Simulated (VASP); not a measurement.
Ga2GeO5:

```xyz
8
Lattice="0.0000 3.6500 3.6500 3.6500 0.0000 3.6500 3.6500 3.6500 0.0000" Properties=species:S:1:pos:R:3 pbc="T T T"
Ga    5.4751    5.4751    5.4751
Ga    3.6500    3.6500    3.6500
Ge    0.0000    0.0000    0.0000
O     4.6229    6.3272    4.6229
O     6.3272    6.3272    6.3272
O     6.3272    4.6229    4.6229
O     4.6229    4.6229    6.3272
O     1.8250    1.8250    1.8250
```

The cell was built by a generator and needn't be a form met in nature.

```yaml
Program: VASP 6.6.1
Task: relaxation of cell and atoms
Functional: PBE
Potentials_or_basis: VASP PAW PBE potentials, release 64 (Ga_d, Ge_d, O)
Cutoff: 520 eV
k_mesh: 3 × 3 × 3
Occupations: gaussian, width 0.15 eV
Spin: no spin polarisation
```

At the start: pressure 72.9 GPa; volume 12.16 Å³/atom.

Question: Where does the relaxation end?

Answer: Over 15 steps the energy falls by 1235.7 meV/atom and the volume is 16.72 Å³/atom (+37.5 %); space group F-43m (No. 216, to 0.05 Å).

Step by step:
```tsv
step	energy change (eV)	largest force (eV/Å)	pressure (GPa)	volume (Å³)
1	0.0000	17.3971	72.94	97.26
2	112.6716	161.3030	153.52	197.82
3	819.4017	24.6723	76.90	121.00
4	28.1693	19.0988	36.93	114.03
5	13.0239	11.2210	57.42	105.42
6	5.8814	0.9368	-32.18	243.10
7	-5.0950	1.0088	-23.03	184.56
8	-8.7712	3.6661	-7.81	148.94
9	-9.0091	4.8541	-0.72	139.19
10	-9.0102	4.9394	8.41	125.80
11	-9.8748	0.3482	2.19	132.08
12	-9.8754	0.2499	1.84	131.94
13	-9.8752	0.1425	1.88	131.79
14	-9.8849	0.0838	-0.31	134.36
15	-9.8860	0.0251	-0.02	133.73
```

Final structure:
```
Ga Ge O
1.0
     0.00000    4.05881    4.05881
     4.05881    0.00000    4.05881
     4.05881    4.05881    0.00000
Ga Ge O
2 1 5
Direct
  0.75000 0.75000 0.75000
  0.50000 0.50000 0.50000
  0.00000 0.00000 0.00000
  0.87733 0.36802 0.87733
  0.87733 0.87733 0.87733
  0.36802 0.87733 0.87733
  0.87733 0.87733 0.36802
  0.25000 0.25000 0.25000
```

Caveat: the k mesh is coarse (spacing up to 0.50 Å⁻¹), so the values aren't converged; the volume moved by over 15 % at a fixed basis, so the end points are rough.
